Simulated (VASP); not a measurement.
Given:

```
PtS2
1.0
    1.81674    -3.14669     0.00000
    1.81674     3.14669     0.00000
    0.00000     0.00000     4.69591
Pt S
1 2
Direct
  0.00000   0.00000   0.00000
  0.33333   0.66667   0.25749
  0.66667   0.33333   0.74251
```

Computed with PBE GGA with D3 dispersion (zero damping), VASP's PBE PAW potentials (set 64) (plane waves; VASP). Run with 520 eV cut-off, 7×7×5 Γ-centred mesh, Gaussian smearing of 0.050 eV, potentials Pt S.

The ions and cell shape at fixed volume are relaxed. Which structure does the run end with?

```
PtS2
1.0
    1.80179    -3.12079     0.00000
    1.80179     3.12079     0.00000
    0.00000     0.00000     4.77418
Pt S
1 2
Direct
  0.00000   0.00000   0.00000
  0.33333   0.66667   0.25139
  0.66667   0.33333   0.74861
```
Space group P-3m1 (164), at a tolerance of 0.03 Å.

How much energy does the relaxation gain?

The energy (σ→0) changes by -4.3 meV/atom, in 6 ionic steps.

```
step  E(σ→0) (eV)  max force (eV/Å)  pressure (GPa)  volume (Å³)
----  -----------  ----------------  --------------  -----------
1        -16.3700             0.296           -3.98        53.69
2        -16.3788             0.144           -2.74        53.69
3        -16.3824             0.024           -1.37        53.69
4        -16.3825             0.040           -1.24        53.69
5        -16.3830             0.014           -1.13        53.69
6        -16.3831             0.001           -1.07        53.69
```

The compound is PtS2 in the 1T layered structure. This cell is one point of a volume scan, at 1.03 of the reference volume. Symmetry was kept, so distortions that lower it aren't found.
